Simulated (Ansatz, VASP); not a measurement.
# Cross-check of Pt (Pt(111)) between VASP and Ansatz

Wanted: the spread between two codes on one cell, functional and k mesh. The cell is taken from a series of runs on this material, whose earlier steps may have relaxed, scaled, displaced or heated it; both programs get it as it stands.

Program: Ansatz 0.2.0. Level of theory: plane waves, with VASP 6.6.1 beside it; r2SCAN and PBE, spin-orbit coupling. Results are calculated unless marked as measured.

## (1) The structure

The cell holds 7 atoms: 7 Pt. Cell: a = 2.772 Å, b = 2.772 Å, c = 29.579 Å, α = 90.0°, β = 90.0°, γ = 120.0°. Vacuum lies along c.

As a file:

```
Pt
1.0
     2.77186    0.00000    0.00000
    -1.38593    2.40050    0.00000
     0.00000    0.00000   29.57928
Pt
7
Cartesian
  0.0000 0.0000 7.8119
  0.0000 1.6003 10.1567
  1.3859 0.8002 12.4719
  0.0000 0.0000 14.7896
  0.0000 1.6003 17.1074
  1.3859 0.8002 19.4226
  0.0000 0.0000 21.7674
```

## (2) VASP: single point, r2SCAN

With cell and atoms fixed, the geometry can't cause a difference; cores, projectors, grids and the points listed under the comparison can.

Lines of VASP's logs that name or quote its potential files are left out, and so is its time.

Contents of INCAR:

```
SYSTEM = Pt
PREC = Accurate
ENCUT = 440
EDIFF = 1E-06
NELM = 120
ISMEAR = 1
SIGMA = 0.1
LREAL = .FALSE.
ALGO = Normal
METAGGA = R2SCAN
LASPH = .TRUE.
NBANDS = 43
LORBIT = 11
LWAVE = .FALSE.
LCHARG = .FALSE.
ISIF = 2
LDIPOL = .TRUE.
IDIPOL = 3
DIPOL = 0.5 0.5 0.5
LVHAR = .TRUE.
GGA_COMPAT = .FALSE.
NELMDL = -8
LMIXTAU = .TRUE.
KPAR = 2
```

Contents of POSCAR:

```
Pt
1.0
    2.7718585823      0.0000000000      0.0000000000
   -1.3859292911      2.4004999479      0.0000000000
    0.0000000000      0.0000000000     29.5792783313
Pt
7
Direct
    0.0000000000      0.0000000000      0.2641009312
    0.3333333333      0.6666666667      0.3433712787
    0.6666666667      0.3333333333      0.4216414879
    0.0000000000      0.0000000000      0.5000000000
    0.3333333333      0.6666666667      0.5783585120
    0.6666666667      0.3333333333      0.6566287213
    0.0000000000      0.0000000000      0.7358990688
```

Contents of KPOINTS:

```
Automatic mesh
0
Gamma
12 12 1
0 0 0
```

PAW data sets: Pt (PBE family, release 64).

Run with:

```bash
> mpirun -np 2 vasp_std
```

Numbers of over 12 decimals in the logs are rounded to 6 here.

What it wrote:

```text
[banner, memory and clock lines left out]
running    2 mpi-ranks, on    1 nodes
 distrk:  each k-point on    1 cores,    2 groups
 distr:  one band on    1 cores,    1 groups

 POSCAR found type information on POSCAR Pt
 POSCAR found :  1 types and       7 ions
|                                                                             |
|               ----> ADVICE to this user running VASP <----                  |
|                                                                             |
|     You enforced a specific xc type in the INCAR file but a different       |
|     [... a line on the potential file left out ...]
|     I HOPE YOU KNOW WHAT YOU ARE DOING!                                     |
|                                                                             |

 LDA part: xc-table for (None), standard interpolation
 POSCAR, INCAR and KPOINTS ok, starting setup
 FFT: planning ... GRIDC
 FFT: planning ... GRID_SOFT
 FFT: planning ... GRID
 WAVECAR not read
 entering main loop
       N       E                     dE             d eps       ncg     rms          rms(c)
DAV:   1     0.104643841841E+03    0.10464E+03   -0.31542E+04  1642   0.131E+03
DAV:   2    -0.360245125089E+03   -0.46489E+03   -0.44229E+03  1972   0.293E+02
DAV:   3    -0.381955167928E+03   -0.21710E+02   -0.20227E+02  1960   0.566E+01
DAV:   4    -0.382895825077E+03   -0.94066E+00   -0.89590E+00  1980   0.109E+01
DAV:   5    -0.382923700860E+03   -0.27876E-01   -0.27583E-01  1961   0.192E+00
DAV:   6    -0.382924507893E+03   -0.80703E-03   -0.80685E-03  2108   0.326E-01
DAV:   7    -0.382924529843E+03   -0.21950E-04   -0.21949E-04  1953   0.516E-02
DAV:   8    -0.382924530780E+03   -0.93687E-06   -0.93699E-06  1647   0.986E-03    0.301E+01
DAV:   9    -0.383412959397E+03   -0.48843E+00   -0.33286E+01  1807   0.407E+01    0.344E+01
DAV:  10    -0.378328218225E+03    0.50847E+01   -0.47579E+01  2064   0.446E+01    0.215E+01
DAV:  11    -0.377283278846E+03    0.10449E+01   -0.50576E+01  1806   0.397E+01    0.253E+01
DAV:  12    -0.369453952370E+03    0.78293E+01   -0.10784E+01  1727   0.236E+01    0.859E+00
DAV:  13    -0.370509684417E+03   -0.10557E+01   -0.52290E+00  1743   0.180E+01    0.965E+00
DAV:  14    -0.369529268450E+03    0.98042E+00   -0.14168E+00  1743   0.992E+00    0.380E+00
[...]
DAV:  90    -0.359143076550E+03    0.70329E-03   -0.44866E-05  1689   0.426E-02    0.228E-02
DAV:  91    -0.359143834774E+03   -0.75822E-03   -0.44522E-06  1588   0.131E-02    0.228E-02
DAV:  92    -0.359142894824E+03    0.93995E-03   -0.29920E-06  1332   0.124E-02    0.232E-02
DAV:  93    -0.359143797627E+03   -0.90280E-03   -0.13625E-04  1634   0.742E-02    0.256E-02
DAV:  94    -0.359141389198E+03    0.24084E-02   -0.26698E-04  1634   0.114E-01    0.224E-02
DAV:  95    -0.359141319800E+03    0.69398E-04   -0.53049E-05  1671   0.485E-02    0.218E-02
DAV:  96    -0.359141287214E+03    0.32586E-04   -0.63301E-07  1119   0.377E-03    0.215E-02
DAV:  97    -0.359141287789E+03   -0.57553E-06   -0.11329E-07   862   0.147E-03
   1 F= -.35914129E+03 E0= -.35913912E+03  d E =-.649331E-02
```

OUTCAR, selected parts (step 2):

```text
ion  position               nearest neighbor table
   1  0.000  0.000  0.264-   2 2.84   2 2.84   2 2.84
   2  0.333  0.667  0.343-   3 2.81   3 2.81   3 2.81   1 2.84   1 2.84   1 2.84
   3  0.667  0.333  0.422-   2 2.81   2 2.81   2 2.81   4 2.82   4 2.82   4 2.82
   4  0.000  0.000  0.500-   5 2.82   5 2.82   5 2.82   3 2.82   3 2.82   3 2.82
   5  0.333  0.667  0.578-   6 2.81   6 2.81   6 2.81   4 2.82   4 2.82   4 2.82
   6  0.667  0.333  0.657-   5 2.81   5 2.81   5 2.81   7 2.84   7 2.84   7 2.84
   7  0.000  0.000  0.736-   6 2.84   6 2.84   6 2.84

  LATTYP: Found a hexagonal cell.
 ALAT       =     2.7718585823
 C/A-ratio  =    10.6712797399

 Subroutine GETGRP returns: Found 12 space group operations
 (whereof 12 operations were pure point group operations)

The static configuration has the point symmetry D_3d.

 Found     19 irreducible k-points:

   k-points           NKPTS =     19   k-points in BZ     NKDIM =     19   number of bands    NBANDS=     43

   dimension x,y,z NGX =    20 NGY =   20 NGZ =  210
   dimension x,y,z NGXF=    40 NGYF=   40 NGZF=  420

   ENCUT  =  440.0 eV  32.34 Ry    5.69 a.u.   4.74  4.74 50.59*2*pi/ulx,y,z

   NELECT =      70.0000    total number of electrons

 k-points in reciprocal lattice and weights: Automatic mesh
   0.00000000  0.00000000  0.00000000       0.007
   0.08333333  0.00000000  0.00000000       0.042
   0.16666667  0.00000000  0.00000000       0.042
   0.25000000  0.00000000  0.00000000       0.042
   0.33333333  0.00000000  0.00000000       0.042
   0.41666667  0.00000000  0.00000000       0.042
   0.50000000  0.00000000  0.00000000       0.021
   0.08333333  0.08333333  0.00000000       0.042
   0.16666667  0.08333333  0.00000000       0.083
[...]
0.33333333  0.25000000  0.00000000       0.083
   0.33333333  0.33333333  0.00000000       0.014

 dipolmoment           0.000000      0.000000      0.000000 electrons x Angstroem

 average (electrostatic) potential at core
       1 -75.7270       2 -76.2136       3 -76.2909       4 -76.2761       5 -76.2909
       6 -76.2136       7 -75.7270

 E-fermi :   3.0765

 k-point     1 :       0.0000    0.0000    0.0000
  band No.  band energies     occupation
    ...
     37       2.5174      2.00000
     38       2.9032      2.03426
     39       2.9032      2.03426
     40       3.0462      1.48832
     41       3.0462      1.48831
     42       3.1646     -0.01599
     43       3.4985     -0.00000

 k-point     2 :       0.0833    0.0000    0.0000
  band No.  band energies     occupation
    ...
     36       2.0959      2.00000
     37       2.4912      2.00000
     38       2.5168      2.00000
     39       2.9058      2.03645
     40       3.0580      1.30733
     41       3.2311     -0.05117
     42       4.2415     -0.00000
     43       4.7577     -0.00000

 k-point     3 :       0.1667    0.0000    0.0000
  band No.  band energies     occupation
    ...
     36       2.2182      2.00000
     37       2.5050      2.00000
     38       2.9081      2.03847
     39       3.0868      0.82700
     40       3.0993      0.62511
     41       4.1756     -0.00000
     42       5.4628      0.00000
     43       6.3999      0.00000

  Total       -3.6154095     -3.6154095     -1.5571175     -0.0000000     -0.0000000     -0.0000000
  in kB      -29.4311839    -29.4311839    -12.6756900     -0.0000000     -0.0000000     -0.0000000
  external PRESSURE =     -23.8460193 kB  Pullay stress =       0.0000000 kB

  energy-cutoff  :      440.00
  volume of cell :      196.82
      direct lattice vectors                 reciprocal lattice vectors
     2.771858582  0.000000000  0.000000000     0.360768766  0.208289944  0.000000000
    -1.385929291  2.400499948  0.000000000     0.000000000  0.416579888  0.000000000
     0.000000000  0.000000000 29.579278331     0.000000000  0.000000000  0.033807451

 POSITION                                       TOTAL-FORCE (eV/Angst)
 -----------------------------------------------------------------------------------
      0.00000      0.00000      7.81191         0.000000     -0.000000      0.165726
     -0.00000      1.60033     10.15667         0.000000      0.000000      0.000146
      1.38593      0.80017     12.47185        -0.000000      0.000000     -0.003627
      0.00000      0.00000     14.78964         0.000000      0.000000      0.000000
     -0.00000      1.60033     17.10743        -0.000000      0.000000      0.003627
      1.38593      0.80017     19.42260        -0.000000     -0.000000     -0.000146
      0.00000      0.00000     21.76736        -0.000000      0.000000     -0.165726
 -----------------------------------------------------------------------------------
    total drift:                                0.000000     -0.000000      0.000003

  FREE ENERGIE OF THE ION-ELECTRON SYSTEM (eV)
  ---------------------------------------------------
  free  energy   TOTEN  =      -359.1412877893 eV

  energy  without entropy=     -359.1347944800  energy(sigma->0) =     -359.13912335

 vacuum level on the upper side and lower side of the slab         9.009         9.009

 total charge
# of ion       s       p       d       tot
------------------------------------------
    1        0.627   0.444   8.010   9.082
    2        0.616   0.560   8.032   9.208
    3        0.626   0.575   8.034   9.236
    4        0.626   0.576   8.037   9.239
    5        0.626   0.575   8.034   9.236
    6        0.616   0.560   8.032   9.208
    7        0.627   0.444   8.010   9.082
--------------------------------------------------
tot          4.364   3.734  56.192  64.289

[... 3 further parts left out ...]
```

(Part 1 of 2 ends here.)

[Lines on the potential files, build, host, timing and source positions are cut from VASP's logs without a mark.]

[Logs are printed without paths, hosts, clocks, repeated set-up lines and the standing remarks that a program may print on its own settings, such as how far it seeks lower states.]

[Hosts, paths, dates, database ids (printed as entryN), source tags and the programs' standing remarks are cut or masked in the printed files.]
